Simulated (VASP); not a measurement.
Input:

```xyz
3
Lattice="5.0648 0.0000 0.0000 -2.5324 4.3863 0.0000 0.0000 0.0000 3.5561" Properties=species:S:1:pos:R:3 pbc="T T T"
La     0.0000     0.0000     0.0000
Hg     2.5324     1.4621     1.7780
Hg     0.0000     2.9242     1.7780
```

Method: LDA (Ceperley-Alder, Perdew-Zunger), VASP's LDA PAW potentials (set 64) (plane waves; VASP). Run with 300 eV cut-off, 5×5×6 Γ-centred mesh, Gaussian smearing of 0.27 eV, potentials La Hg.

**Question.** Give the energies of bands 11 to 20 at the high-symmetry points, in eV from the Fermi level.

**Answer.** 
| band | Γ | M | K | A | L | H |
|---|---|---|---|---|---|---|
| 11 | -7.18 | -7.10 | -7.07 | -7.37 | -6.86 | -6.77 |
| 12 | -7.10 | -6.86 | -7.07 | -6.83 | -6.52 | -6.59 |
| 13 | -7.10 | -6.63 | -6.58 | -6.83 | -6.52 | -6.59 |
| 14 | -6.74 | -6.58 | -6.20 | -6.32 | -6.31 | -6.17 |
| 15 | -6.74 | -5.31 | -4.88 | -4.82 | -4.64 | -4.30 |
| 16 | -1.12 | -5.20 | -4.87 | -2.82 | -2.80 | -4.30 |
| 17 | -1.12 | -0.55 | -2.50 | 0.66 | -1.57 | -0.56 |
| 18 | -0.79 | -0.14 | 0.30 | 0.66 | -0.81 | -0.56 |
| 19 | -0.32 | 1.33 | 1.29 | 0.84 | -0.26 | 0.46 |
| 20 | 1.32 | 1.38 | 1.29 | 0.84 | 1.34 | 1.38 |

It has no gap at this level: it comes out as a metal or semimetal.

The structure comes from a computed database's LaHg2 entry (P6/mmm); how it stands against other phases isn't given here. The cell was not relaxed at this level. The electron count is odd and the run is not spin-polarised, which forces a metal.
